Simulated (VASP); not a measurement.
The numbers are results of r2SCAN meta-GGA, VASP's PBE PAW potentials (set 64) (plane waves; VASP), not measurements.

VASP ran on this input.

### INCAR
```
! general
SYSTEM   =  W
PREC     =  Accurate
ENCUT    =  400   ! plane-wave cut-off (eV)
LREAL    =  F   ! projection in real space or not
LASPH    =  T   ! aspherical one-centre terms

! electronic loop
EDIFF    =  1E-6   ! SCF stop (eV)
NELM     =  100   ! most electronic steps
ALGO     =  Normal   ! blocked Davidson
LMAXMIX  =  6   ! l cut-off of mixed one-centre charges
LMIXTAU  =  T

! smearing
ISMEAR   =  1
SIGMA    =  0.1   ! width (eV)

! functional
METAGGA  =  R2SCAN

! ions
IBRION   =  2   ! conjugate gradients
NSW      =  60
ISIF     =  3   ! ions, shape and volume
EDIFFG   =  -0.01

! output
LWAVE    =  F
LCHARG   =  F
```

### KPOINTS
```
Automatic mesh
0
Gamma
13 13 13
0 0 0
```

File POSCAR:
```
W
1
    2.6046520000     0.0000000000     0.0000000000
    0.0000000000     2.6046520000     0.0000000000
    0.0000000000     0.0000000000     2.6046520000
W
1
Direct
  0.0000000000   0.0000000000   0.0000000000
```

POTCAR, in this order: W_sv (PBE.64 set). Program: vasp_std.

The resulting files:

OSZICAR:
```
       N       E                     dE             d eps       ncg     rms          rms(c)
DAV:   1     0.292405808628E+02    0.29241E+02   -0.69850E+03  1880   0.124E+03
DAV:   2    -0.524839961377E+02   -0.81725E+02   -0.78305E+02  2048   0.303E+02
DAV:   3    -0.540434474961E+02   -0.15595E+01   -0.15304E+01  2006   0.423E+01
DAV:   4    -0.540530966578E+02   -0.96492E-02   -0.96486E-02  2025   0.356E+00
DAV:   5    -0.540531793844E+02   -0.82727E-04   -0.82727E-04  1986   0.345E-01    0.204E+01
DAV:   6    -0.494681189502E+02    0.45851E+01   -0.19754E+00  1929   0.197E+01    0.453E+00
DAV:   7    -0.499712930721E+02   -0.50317E+00   -0.10742E-01  1860   0.404E+00    0.288E+00
DAV:   8    -0.497042952113E+02    0.26700E+00   -0.24234E-01  1923   0.556E+00    0.103E+00
DAV:   9    -0.497832473133E+02   -0.78952E-01   -0.58069E-02  1883   0.212E+00    0.106E+00
DAV:  10    -0.498021070131E+02   -0.18860E-01   -0.13689E-02  1947   0.105E+00    0.442E-01
DAV:  11    -0.497965814441E+02    0.55256E-02   -0.31953E-03  1971   0.457E-01    0.201E-01
DAV:  12    -0.498024329969E+02   -0.58516E-02   -0.21570E-03  1899   0.389E-01    0.175E-01
DAV:  13    -0.498030266747E+02   -0.59368E-03   -0.31708E-04  1902   0.212E-01    0.132E-02
DAV:  14    -0.498030447558E+02   -0.18081E-04   -0.52521E-05  1854   0.643E-02    0.130E-02
DAV:  15    -0.498030536699E+02   -0.89141E-05   -0.65222E-05  1929   0.546E-02    0.843E-03
DAV:  16    -0.498030618811E+02   -0.82112E-05   -0.55678E-06  1902   0.181E-02    0.287E-03
DAV:  17    -0.498030617101E+02    0.17105E-06   -0.16310E-07  1005   0.481E-03
   1 F= -.49803062E+02 E0= -.49803085E+02  d E =-.498031E+02
       N       E                     dE             d eps       ncg     rms          rms(c)
DAV:   1    -0.504534138021E+02   -0.65035E+00   -0.15980E+01  1896   0.642E+01    0.849E+00
DAV:   2    -0.498319084227E+02    0.62151E+00   -0.10122E+00  1884   0.125E+01    0.209E+00
DAV:   3    -0.497636871947E+02    0.68221E-01   -0.25630E-01  1899   0.650E+00    0.132E+00
DAV:   4    -0.497445983999E+02    0.19089E-01   -0.33072E-02  1863   0.220E+00    0.534E-01
DAV:   5    -0.497691017120E+02   -0.24503E-01   -0.20858E-02  1848   0.178E+00    0.129E-01
DAV:   6    -0.497752227636E+02   -0.61211E-02   -0.17406E-03  1863   0.443E-01    0.399E-02
DAV:   7    -0.497754367965E+02   -0.21403E-03   -0.27190E-05  1930   0.620E-02    0.320E-02
DAV:   8    -0.497757871837E+02   -0.35039E-03   -0.19386E-04  1886   0.170E-01    0.608E-03
DAV:   9    -0.497757995531E+02   -0.12369E-04   -0.20191E-05  1947   0.463E-02    0.137E-03
DAV:  10    -0.497757998820E+02   -0.32890E-06   -0.15378E-07  1014   0.403E-03
   2 F= -.49775800E+02 E0= -.49775429E+02  d E =0.272618E-01
       N       E                     dE             d eps       ncg     rms          rms(c)
DAV:   1    -0.501612674893E+02   -0.38547E+00   -0.80029E+00  1890   0.435E+01    0.720E+00
DAV:   2    -0.498409519750E+02    0.32032E+00   -0.46731E-01  1887   0.916E+00    0.148E+00
DAV:   3    -0.498037213194E+02    0.37231E-01   -0.13167E-01  1899   0.476E+00    0.125E+00
DAV:   4    -0.497798035955E+02    0.23918E-01   -0.23928E-02  1863   0.186E+00    0.431E-01
DAV:   5    -0.498056564100E+02   -0.25853E-01   -0.11861E-02  1865   0.134E+00    0.868E-02
DAV:   6    -0.498075531148E+02   -0.18967E-02   -0.92885E-04  1863   0.349E-01    0.214E-02
DAV:   7    -0.498075906223E+02   -0.37508E-04   -0.32926E-05  1932   0.622E-02    0.472E-03
DAV:   8    -0.498075870092E+02    0.36131E-05   -0.59970E-06  1848   0.324E-02    0.905E-03
DAV:   9    -0.498075900545E+02   -0.30453E-05   -0.45125E-06  1893   0.227E-02    0.997E-04
DAV:  10    -0.498075902326E+02   -0.17807E-06   -0.62626E-08   942   0.281E-03
   3 F= -.49807590E+02 E0= -.49807575E+02  d E =-.452852E-02
```

**OUTCAR**
```
------------------------ aborting loop because EDIFF is reached ----------------------------------------
  FORCE on cell =-STRESS in cart. coord.  units (eV):
  Direction    XX          YY          ZZ          XY          YZ          ZX
  --------------------------------------------------------------------------------------
  Total       -0.0091541     -0.0091541     -0.0091541      0.0000000     -0.0000000      0.0000000
  in kB       -0.8143421     -0.8143421     -0.8143421      0.0000000     -0.0000000      0.0000000
  external PRESSURE =      -0.8143421 kB  Pullay stress =       0.0000000 kB
  volume of cell :       18.01
      direct lattice vectors                 reciprocal lattice vectors
     2.621239016 -0.000000000  0.000000000     0.381498976 -0.000000000  0.000000000
     0.000000000  2.621239016  0.000000000     0.000000000  0.381498976  0.000000000
    -0.000000000 -0.000000000  2.621239016    -0.000000000 -0.000000000  0.381498976
 POSITION                                       TOTAL-FORCE (eV/Angst)
 -----------------------------------------------------------------------------------
      0.00000      0.00000      0.00000         0.000000     -0.000000      0.000000
 -----------------------------------------------------------------------------------
    total drift:                                0.000000      0.000000     -0.000000
  FREE ENERGIE OF THE ION-ELECTRON SYSTEM (eV)
  ---------------------------------------------------
  free  energy   TOTEN  =       -49.8075902326 eV

  energy  without entropy=      -49.8075459391  energy(sigma->0) =      -49.80757547

 reached required accuracy - stopping structural energy minimisation
```
(Selected blocks of OUTCAR.)

### CONTCAR
```
W
   1.00000000000000
     2.6212390157254499   -0.0000000000000000    0.0000000000000000
     0.0000000000000000    2.6212390157254499    0.0000000000000000
    -0.0000000000000000   -0.0000000000000000    2.6212390157254499
  W
     1
Direct
     0.0000000000000000    0.0000000000000000    0.0000000000000000
```

The structure was generated: W was put into the simple-cubic type (Pm-3m), which need not be its known phase. This run relaxes it. Symmetry was kept, so distortions that lower it aren't found.
